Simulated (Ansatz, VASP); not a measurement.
# Al22Ga24N24O33 (amorphous Al2O3 against GaN(10-10), 6.1 A): VASP beside Ansatz

One calculation is typed for both programs; each brings its own data sets. How far apart do they land? Of the first pair: The structure shown is the start of the Ansatz relaxation below; VASP solves that cell, so the two are compared at the walk's first step.

Main program and level: Ansatz 0.2.0; plane waves, with VASP 6.6.1 beside it; single point at PBE.

### Step 1. Set-up

The cell holds 103 atoms: 24 Ga, 24 N, 22 Al and 33 O. Its edges and angles: a = 10.460 Å, b = 9.630 Å, c = 11.588 Å, α = 90.0°, β = 90.0°, γ = 90.0°. It derives from GaN (4 planes of wurtzite GaN(10-10)). A slab of 4 planes of wurtzite GaN(10-10) (starting lattice constant a = 3.21 A, c = 5.23 A), 10.46 x 9.63 A in plane. 55 atoms (22 Al, 33 O) packed at random between the slab and its periodic image at 3.05 g/cm^3 (a layer of 6.1 A) and pushed apart as soft spheres. Langevin MD at fixed cell with the MACE-MP-0b2 small potential (Batatia et al., arXiv:2401.00096), steps of 1.5 fs: 0.63 ps at 3000 K with the crystal held, 3000 to 1000 K in 1.8 ps with the crystal held, 1000 to 300 K in 0.9 ps with its inner planes held; soft walls kept the melt out of the crystal while it was held. Then all atoms and the cell's height relaxed. The structure's axis is c.

### Step 2. Ansatz: relaxation, PBE

Ansatz runs on its default PAW (the set named soft_2) files.

The two programs are compared at the cell with which this relaxation starts, whose forces are those of its first step.

input.yaml reads:

```yaml
crystal:
  lattice:
    - [10.46, 0.0, 0.0]
    - [0.0, 9.63, 0.0]
    - [0.0, 0.0, 11.58786]
  atoms:
    - { symbol: Ga, position: [0.00473, 0.01016, 0.40977] }
    - { symbol: "N", position: [0.06545, 0.01772, 0.10574] }
    - { symbol: Ga, position: [0.25018, 0.01245, 0.0956] }
    - { symbol: "N", position: [0.30437, 0.00462, 0.38551] }
    - { symbol: Ga, position: [0.9983, 0.18759, 0.16323] }
    - { symbol: "N", position: [0.0635, 0.17624, 0.32154] }
    - { symbol: Ga, position: [0.25036, 0.17743, 0.31412] }
    - { symbol: "N", position: [0.31402, 0.18389, 0.15429] }
    - { symbol: Ga, position: [0.99825, 0.34366, 0.38531] }
    - { symbol: "N", position: [0.06196, 0.34825, 0.07114] }
    - { symbol: Ga, position: [0.24947, 0.34477, 0.06931] }
    - { symbol: "N", position: [0.31572, 0.33665, 0.3934] }
    - { symbol: Ga, position: [0.00123, 0.51491, 0.15059] }
    - { symbol: "N", position: [0.06351, 0.50897, 0.31333] }
    - { symbol: Ga, position: [0.25231, 0.50552, 0.31991] }
    - { symbol: "N", position: [0.31009, 0.51246, 0.1511] }
    - { symbol: Ga, position: [0.00132, 0.672, 0.39412] }
    - { symbol: "N", position: [0.06168, 0.68451, 0.07615] }
    - { symbol: Ga, position: [0.24797, 0.68483, 0.07959] }
    - { symbol: "N", position: [0.31021, 0.66331, 0.41237] }
    - { symbol: Ga, position: [0.99913, 0.84571, 0.16464] }
    - { symbol: "N", position: [0.05946, 0.8416, 0.32365] }
    - { symbol: Ga, position: [0.24686, 0.82945, 0.325] }
    - { symbol: "N", position: [0.31153, 0.84257, 0.16467] }
    - { symbol: Ga, position: [0.48781, 0.01511, 0.38977] }
    - { symbol: "N", position: [0.56287, 0.01122, 0.09487] }
    - { symbol: Ga, position: [0.742, 0.01404, 0.0976] }
    - { symbol: "N", position: [0.81433, 0.02217, 0.42231] }
    - { symbol: Ga, position: [0.50297, 0.18321, 0.15087] }
    - { symbol: "N", position: [0.56283, 0.18024, 0.32442] }
    - { symbol: Ga, position: [0.75073, 0.17972, 0.32944] }
    - { symbol: "N", position: [0.81058, 0.18467, 0.1666] }
    - { symbol: Ga, position: [0.50022, 0.35103, 0.39079] }
    - { symbol: "N", position: [0.56314, 0.34931, 0.06507] }
    - { symbol: Ga, position: [0.74584, 0.34368, 0.0802] }
    - { symbol: "N", position: [0.80911, 0.35472, 0.3916] }
    - { symbol: Ga, position: [0.49784, 0.51328, 0.1476] }
    - { symbol: "N", position: [0.55901, 0.51687, 0.3138] }
    - { symbol: Ga, position: [0.7463, 0.51545, 0.31127] }
    - { symbol: "N", position: [0.80957, 0.51476, 0.15279] }
    - { symbol: Ga, position: [0.4956, 0.67539, 0.40661] }
    - { symbol: "N", position: [0.5598, 0.68645, 0.08189] }
    - { symbol: Ga, position: [0.74692, 0.68868, 0.08743] }
    - { symbol: "N", position: [0.8149, 0.67515, 0.39066] }
    - { symbol: Ga, position: [0.49992, 0.84803, 0.16567] }
    - { symbol: "N", position: [0.56147, 0.84496, 0.33335] }
    - { symbol: Ga, position: [0.75332, 0.85338, 0.33237] }
    - { symbol: "N", position: [0.81157, 0.84906, 0.17135] }
    - { symbol: Al, position: [0.53653, 0.5852, 0.6915] }
    - { symbol: Al, position: [0.02208, 0.66733, 0.91205] }
    - { symbol: Al, position: [0.82899, 0.14936, 0.85186] }
    - { symbol: Al, position: [0.84002, 0.85965, 0.84753] }
    - { symbol: Al, position: [0.55823, 0.6957, 0.91826] }
    - { symbol: Al, position: [0.82082, 0.34678, 0.55139] }
    - { symbol: Al, position: [0.48007, 0.89055, 0.68006] }
    - { symbol: Al, position: [0.02343, 0.38302, 0.90971] }
    - { symbol: Al, position: [0.03831, 0.02941, 0.9506] }
    - { symbol: Al, position: [0.57761, 0.36788, 0.88412] }
    - { symbol: Al, position: [0.0912, 0.35521, 0.65252] }
    - { symbol: Al, position: [0.01785, 0.80983, 0.64186] }
    - { symbol: Al, position: [0.76708, 0.67761, 0.54274] }
    - { symbol: Al, position: [0.27049, 0.99281, 0.54532] }
    - { symbol: Al, position: [0.32818, 0.18186, 0.81042] }
    - { symbol: Al, position: [0.25719, 0.87454, 0.83244] }
    - { symbol: Al, position: [0.24948, 0.6528, 0.57929] }
    - { symbol: Al, position: [0.76822, 0.01341, 0.58901] }
    - { symbol: Al, position: [0.54874, 0.19688, 0.63278] }
    - { symbol: Al, position: [0.31139, 0.53867, 0.85063] }
    - { symbol: Al, position: [0.3219, 0.32333, 0.55963] }
    - { symbol: Al, position: [0.84182, 0.52723, 0.76809] }
    - { symbol: O, position: [0.36254, 0.57702, 0.69968] }
    - { symbol: O, position: [0.09476, 0.97384, 0.55761] }
    - { symbol: O, position: [0.9716, 0.39686, 0.75308] }
    - { symbol: O, position: [0.81891, 0.51966, 0.60568] }
    - { symbol: O, position: [0.00783, 0.8582, 0.90059] }
    - { symbol: O, position: [0.84653, 0.83561, 0.58571] }
    - { symbol: O, position: [0.90022, 0.52436, 0.92363] }
    - { symbol: O, position: [0.54388, 0.75792, 0.76974] }
    - { symbol: O, position: [0.37619, 0.99229, 0.77185] }
    - { symbol: O, position: [0.49728, 0.24231, 0.78261] }
    - { symbol: O, position: [0.14243, 0.53218, 0.88235] }
    - { symbol: O, position: [0.16395, 0.7912, 0.72645] }
    - { symbol: O, position: [0.8307, 0.01081, 0.95603] }
    - { symbol: O, position: [0.2986, 0.32926, 0.9092] }
    - { symbol: O, position: [0.31458, 0.72981, 0.92024] }
    - { symbol: O, position: [0.38889, 0.13859, 0.56448] }
    - { symbol: O, position: [0.22539, 0.24738, 0.6937] }
    - { symbol: O, position: [0.99235, 0.19034, 0.88426] }
    - { symbol: O, position: [0.49784, 0.3681, 0.56604] }
    - { symbol: O, position: [0.35811, 0.83617, 0.58124] }
    - { symbol: O, position: [0.59415, 0.66469, 0.55655] }
    - { symbol: O, position: [0.21363, 0.03028, 0.91643] }
    - { symbol: O, position: [0.20048, 0.4617, 0.57429] }
    - { symbol: O, position: [0.72719, 0.75288, 0.92655] }
    - { symbol: O, position: [0.72451, 0.21297, 0.61047] }
    - { symbol: O, position: [0.59382, 0.00017, 0.61103] }
    - { symbol: O, position: [0.47643, 0.52659, 0.89813] }
    - { symbol: O, position: [0.07663, 0.68611, 0.54145] }
    - { symbol: O, position: [0.73405, 0.28252, 0.90773] }
    - { symbol: O, position: [0.66386, 0.49495, 0.77528] }
    - { symbol: O, position: [0.91355, 0.7055, 0.76396] }
    - { symbol: O, position: [0.82157, 0.01209, 0.74495] }
    - { symbol: O, position: [0.98583, 0.28965, 0.54563] }
kpoints:
  mp_grid: { grid: [1, 1, 1] }
hamiltonian:
  xc: pbe
scf:
  occupations: { method: fermi_dirac, width: 0.025 }
output:
  forces: true
relax:
  f_tol: 0.08
  max_steps: 90
  cell: { fix: [a, b, alpha, beta, gamma] }
```

Launch:

```
$ ansatz run input.yaml --threads 4 --pin off --max-ram 8192MiB --backend cpu --events-out ev --progress --plain --runs-dir out
```

Numbers of over 12 decimals in the logs are rounded to 6 here.

The program printed:

```text
Engine: ansatz 0.2.0, aarch64-unknown-linux-gnu
Pseudopotentials: kind: paw
Pseudopotential: Ga, paw, valence charge 13, recommended cutoff 420 eV (normal), Ga.paw.azcp
Pseudopotential: N, paw, valence charge 5, recommended cutoff 420 eV (normal), N.paw.azcp
Pseudopotential: Al, paw, valence charge 3, recommended cutoff 420 eV (normal), Al.paw.azcp
Pseudopotential: O, paw, valence charge 6, recommended cutoff 420 eV (normal), O.paw.azcp
Functional definition: PBE
  parameter kappa = 0.804
  parameter beta = 0.066725
  exchange = pbe_x(kappa = kappa, mu = beta*pi^2/3)
  correlation = pbe_c(beta = beta)
Crystal: 103 atoms, lattice volume = 1167.243 Å³
Basis set: ecut = 420 eV, 22853 PW (Γ), exchange–correlation on 144×144×160 points (8 copies of the dense FFT grid, shifted against one another)
Bands: 451, of which v1, the nominal top of the filled ones, is band 348 counted from 1 (347 counted from 0)
Symmetry: 1 space group operations
Space group: P1 (ITA 1), of the structure as read, at distance tolerance 1.1e-4 Å
k-points: 1
Non-local potential: Ga, projectors of the file, l = 0: 2, l = 1: 2, l = 2: 3, l = 3: 1
Non-local potential: N, projectors of the file, l = 0: 2, l = 1: 2, l = 2: 1
Non-local potential: Al, projectors of the file, l = 0: 2, l = 1: 2, l = 2: 1
Non-local potential: O, projectors of the file, l = 0: 2, l = 1: 2, l = 2: 1
PAW form: soft (Blöchl's): semilocal exchange-correlation on the pseudo side does not see the compensation charge
PAW one-centre angular grid: Ga, 590 points (default); XC on 64 Gauss nodes
PAW one-centre angular grid: N, 110 points (default); XC on 64 Gauss nodes
PAW one-centre angular grid: Al, 110 points (default); XC on 64 Gauss nodes
PAW one-centre angular grid: O, 110 points (default); XC on 64 Gauss nodes
Initial density: superposition of atomic densities (neutral atoms: chi_scale 0, normalization atom), corrected by the library's trained network
Initial wavefunctions: pseudopotential atomic-orbital guess
Functional: x = pbe(κ = 0.804, μ = 0.219515), c = pbe(β = 0.066725)
SCF iter   1: F=—  HF=-130642.309759 eV  |F-HF|=—  |Δ(HF+E_count)|=         —  Δρ=3.07e-3  dr2=8.91e-2  ethr=1.77e-3  ⟨swp⟩=6.0  Hψ=1784  notcnv=0  defer=75
preconditioner: auto → Resta (q_TF=auto, 2.503 Å⁻¹)  ε∞=4.2  [insulator: Δε(μ)=1.719 eV  Ē_g=15.959 eV  σ=0.025 eV  W_gap=1.00  n_scr=302 (ndim 8)  ℏωp=28.7 eV  f_vac=0.029  D(μ)=0.00/eV (n_scr^D=0)  ε∞_Penn≈4.2]
SCF iter   2: F=—  HF=-130642.307885 eV  |F-HF|=—  |Δ(HF+E_count)|=   1.87e-3  Δρ=1.64e-3  dr2=2.33e-2  ethr=1.28e-5  ⟨swp⟩=2.0  Hψ=873  notcnv=0  defer=97
SCF iter   3: F=—  HF=-130642.311586 eV  |F-HF|=—  |Δ(HF+E_count)|=   3.70e-3  Δρ=6.61e-4  dr2=6.46e-3  ethr=3.35e-6  ⟨swp⟩=2.0  Hψ=680  notcnv=0  defer=97
SCF iter   4: F=—  HF=-130642.311516 eV  |F-HF|=—  |Δ(HF+E_count)|=   6.95e-5  Δρ=1.85e-4  dr2=5.16e-4  ethr=9.28e-7  ⟨swp⟩=2.0  Hψ=683  notcnv=0  defer=97
SCF iter   5: F=—  HF=-130642.311756 eV  |F-HF|=—  |Δ(HF+E_count)|=   2.39e-4  Δρ=1.37e-4  dr2=1.97e-4  ethr=7.41e-8  ⟨swp⟩=2.0  Hψ=699  notcnv=0  defer=97
SCF iter   6: F=—  HF=-130642.311749 eV  |F-HF|=—  |Δ(HF+E_count)|=   6.96e-6  Δρ=3.13e-5  dr2=1.51e-5  ethr=2.83e-8  ⟨swp⟩=2.0  Hψ=685  notcnv=0  defer=97
SCF iter   7: F=—  HF=-130642.313171 eV  |F-HF|=—  |Δ(HF+E_count)|=   1.42e-3  Δρ=2.17e-5  dr2=5.53e-6  ethr=2.17e-9  ⟨swp⟩=2.0  Hψ=702  notcnv=0  defer=97
SCF iter   8: F=—  HF=-130642.313173 eV  |F-HF|=—  |Δ(HF+E_count)|=   1.56e-6  Δρ=7.41e-6  dr2=7.32e-7  ethr=7.94e-10  ⟨swp⟩=2.0  Hψ=694  notcnv=0  defer=97
SCF iter   9: F=—  HF=-130642.313174 eV  |F-HF|=—  |Δ(HF+E_count)|=   6.52e-7  Δρ=3.30e-6  dr2=1.36e-7  ethr=1.05e-10  ⟨swp⟩=2.0  Hψ=702  notcnv=0  defer=97
SCF iter  10: F=-130642.313174 eV  HF=-130642.313174 eV  |F-HF|=2.49e-9  |Δ(HF+E_count)|=   5.87e-8  Δρ=1.79e-6  dr2=3.82e-8  ethr=1.44e-11  ⟨swp⟩=4.0  Hψ=1307  notcnv=0
SCF 1 converged in 10 iterations: F = -130642.313174 eV  dr2 = 3.82e-8
  greatest PAW one-centre occupation: 0.996 electrons in one spin orbital (limit 2), on the Ga atom at site 26 (counted from 0), in its partial waves of l = 2
relax step   1: F+E_penalty+E_count = -130642.31317361 eV  Δ(F+E_penalty+E_count) = +0.000e0 eV  max|allowed force component| = 3.779e-1 eV/Å  Δτ_max = 0.0000 Å  P = -0.882 GPa  Ω = 1167.243 Å³  fix = [a, b, alpha, beta, gamma]  reactions: a -1.420, b -1.538 GPa; alpha -1.966, beta +0.269, gamma +0.934 GPa/rad  (10 SCF iters, dr2 threshold 1.00e-7 eV, accepted)
Crystal: 103 atoms, lattice volume = 1167.471 Å³
Initial density: handed on by an earlier stage of this run
Initial wavefunctions: those handed on with the density
iter 1 solved again at ethr=1.15e-5 eV; its pass at ethr=3.10e-3 eV (dr2=8.01e-2 eV) is discarded
SCF iter   1: F=—  HF=-130642.467303 eV  |F-HF|=—  |Δ(HF+E_count)|=         —  Δρ=4.07e-3  dr2=8.20e-2  ethr=1.15e-5  ⟨swp⟩=9.0  Hψ=1654  notcnv=0  defer=1
[...]
cell:  # Å, volume = 1167.1843 Å³
    - [10.46, 0, 0]
    - [0, 9.63, 0]
    - [0, 0, 11.587279]
  atoms:
    - { symbol: Ga, position: [0.00570536, 0.00919448, 0.408755] }
    - { symbol: N, position: [0.066130, 0.018680, 0.104547] }
    - { symbol: Ga, position: [0.250110, 0.011472, 0.100192] }
    - { symbol: N, position: [0.308083, 0.00286724, 0.387702] }
    - { symbol: Ga, position: [0.998787, 0.187731, 0.162235] }
    - { symbol: N, position: [0.065117, 0.176154, 0.322570] }
    - { symbol: Ga, position: [0.251025, 0.176336, 0.315069] }
    - { symbol: N, position: [0.315633, 0.183445, 0.154848] }
    - { symbol: Ga, position: [1.000377, 0.344599, 0.385560] }
    - { symbol: N, position: [0.062180, 0.350280, 0.071689] }
    - { symbol: Ga, position: [0.248773, 0.343382, 0.072510] }
    - { symbol: N, position: [0.317686, 0.334893, 0.392193] }
    - { symbol: Ga, position: [0.00387807, 0.520573, 0.147379] }
    - { symbol: N, position: [0.065799, 0.511469, 0.314892] }
    - { symbol: Ga, position: [0.253865, 0.502696, 0.318572] }
    - { symbol: N, position: [0.312335, 0.510086, 0.150219] }
    - { symbol: Ga, position: [0.00485945, 0.674717, 0.398597] }
    - { symbol: N, position: [0.071353, 0.686935, 0.071180] }
    - { symbol: Ga, position: [0.255676, 0.684151, 0.079725] }
    - { symbol: N, position: [0.316113, 0.661903, 0.409418] }
    - { symbol: Ga, position: [1.000300, 0.844321, 0.159792] }
    - { symbol: N, position: [0.061587, 0.841680, 0.323018] }
    - { symbol: Ga, position: [0.247763, 0.828629, 0.325204] }
    - { symbol: N, position: [0.313468, 0.842202, 0.167749] }
    - { symbol: Ga, position: [0.490948, 0.014094, 0.379575] }
    - { symbol: N, position: [0.557883, 0.0095603, 0.098982] }
    - { symbol: Ga, position: [0.737404, 0.012239, 0.094771] }
    - { symbol: N, position: [0.816310, 0.020707, 0.418390] }
    - { symbol: Ga, position: [0.503203, 0.183421, 0.146980] }
    - { symbol: N, position: [0.566787, 0.180479, 0.324061] }
    - { symbol: Ga, position: [0.754126, 0.179098, 0.326117] }
    - { symbol: N, position: [0.812785, 0.181995, 0.162831] }
    - { symbol: Ga, position: [0.502479, 0.348697, 0.390434] }
    - { symbol: N, position: [0.564261, 0.348524, 0.063879] }
    - { symbol: Ga, position: [0.747935, 0.342276, 0.079616] }
    - { symbol: N, position: [0.811654, 0.353407, 0.389861] }
    - { symbol: Ga, position: [0.499307, 0.509153, 0.149731] }
    - { symbol: N, position: [0.563548, 0.512958, 0.314579] }
    - { symbol: Ga, position: [0.751327, 0.513977, 0.308152] }
    - { symbol: N, position: [0.813348, 0.515766, 0.147387] }
    - { symbol: Ga, position: [0.502469, 0.672692, 0.403795] }
    - { symbol: N, position: [0.555577, 0.682567, 0.087083] }
    - { symbol: Ga, position: [0.742237, 0.687698, 0.080935] }
    - { symbol: N, position: [0.817270, 0.674147, 0.389883] }
    - { symbol: Ga, position: [0.500812, 0.846049, 0.167913] }
    - { symbol: N, position: [0.567589, 0.842943, 0.335650] }
    - { symbol: Ga, position: [0.758117, 0.851820, 0.328879] }
    - { symbol: N, position: [0.813147, 0.847040, 0.165994] }
    - { symbol: Al, position: [0.537118, 0.587530, 0.695609] }
    - { symbol: Al, position: [0.029059, 0.681803, 0.899663] }
    - { symbol: Al, position: [0.824506, 0.150159, 0.848238] }
    - { symbol: Al, position: [0.819805, 0.863266, 0.850546] }
    - { symbol: Al, position: [0.529001, 0.704438, 0.923275] }
    - { symbol: Al, position: [0.820710, 0.347147, 0.551228] }
    - { symbol: Al, position: [0.477341, 0.891840, 0.677992] }
    - { symbol: Al, position: [0.020208, 0.386344, 0.909952] }
    - { symbol: Al, position: [0.048667, 0.027883, 0.947548] }
    - { symbol: Al, position: [0.584460, 0.370797, 0.881329] }
    - { symbol: Al, position: [0.089804, 0.356093, 0.653864] }
    - { symbol: Al, position: [0.014949, 0.815335, 0.650746] }
    - { symbol: Al, position: [0.766862, 0.675989, 0.542101] }
    - { symbol: Al, position: [0.266772, 0.993382, 0.545333] }
    - { symbol: Al, position: [0.335008, 0.179030, 0.811395] }
    - { symbol: Al, position: [0.271114, 0.875780, 0.840188] }
    - { symbol: Al, position: [0.254140, 0.644392, 0.569749] }
    - { symbol: Al, position: [0.769261, 0.011711, 0.587514] }
    - { symbol: Al, position: [0.549032, 0.195535, 0.632495] }
    - { symbol: Al, position: [0.311816, 0.500921, 0.838585] }
    - { symbol: Al, position: [0.322237, 0.321673, 0.560249] }
    - { symbol: Al, position: [0.841344, 0.530646, 0.770003] }
    - { symbol: O, position: [0.361322, 0.567943, 0.693651] }
    - { symbol: O, position: [0.093508, 0.978057, 0.560575] }
    - { symbol: O, position: [0.970211, 0.393771, 0.755140] }
    - { symbol: O, position: [0.824367, 0.520573, 0.605996] }
    - { symbol: O, position: [-0.024728, 0.866925, 0.919641] }
    - { symbol: O, position: [0.844572, 0.833929, 0.583588] }
    - { symbol: O, position: [0.908553, 0.535080, 0.920409] }
    - { symbol: O, position: [0.535303, 0.758549, 0.767891] }
    - { symbol: O, position: [0.382759, 0.995245, 0.776218] }
    - { symbol: O, position: [0.502728, 0.242896, 0.782712] }
    - { symbol: O, position: [0.149068, 0.533156, 0.874750] }
    - { symbol: O, position: [0.141421, 0.804159, 0.765003] }
    - { symbol: O, position: [0.774088, 0.014944, 0.938922] }
    - { symbol: O, position: [0.302115, 0.322456, 0.911999] }
    - { symbol: O, position: [0.343449, 0.747064, 0.931436] }
    - { symbol: O, position: [0.380436, 0.136220, 0.575389] }
    - { symbol: O, position: [0.228122, 0.259729, 0.702883] }
    - { symbol: O, position: [0.987739, 0.184499, 0.888971] }
    - { symbol: O, position: [0.498665, 0.362025, 0.562709] }
    - { symbol: O, position: [0.340834, 0.833702, 0.595216] }
    - { symbol: O, position: [0.593174, 0.661400, 0.556637] }
    - { symbol: O, position: [0.221066, 0.028044, 0.923115] }
    - { symbol: O, position: [0.197270, 0.458093, 0.568775] }
    - { symbol: O, position: [0.710489, 0.743927, 0.922114] }
    - { symbol: O, position: [0.724388, 0.212324, 0.609282] }
    - { symbol: O, position: [0.592235, -0.000622945, 0.607903] }
    - { symbol: O, position: [0.474948, 0.523882, 0.887896] }
    - { symbol: O, position: [0.083725, 0.693747, 0.550750] }
    - { symbol: O, position: [0.744950, 0.297135, 0.906826] }
    - { symbol: O, position: [0.665747, 0.493288, 0.769695] }
    - { symbol: O, position: [0.909092, 0.712676, 0.763805] }
    - { symbol: O, position: [0.830010, 0.013890, 0.737830] }
    - { symbol: O, position: [0.986206, 0.290818, 0.546415] }
```

[end of part 1 of 2]

[Lines on the potential files, build, host, timing and source positions are cut from VASP's logs without a mark.]

[Logs are printed without paths, hosts, clocks, repeated set-up lines and the standing remarks that a program may print on its own settings, such as how far it seeks lower states.]

[Hosts, paths, dates, database ids (printed as entryN), source tags and the programs' standing remarks are cut or masked in the printed files.]
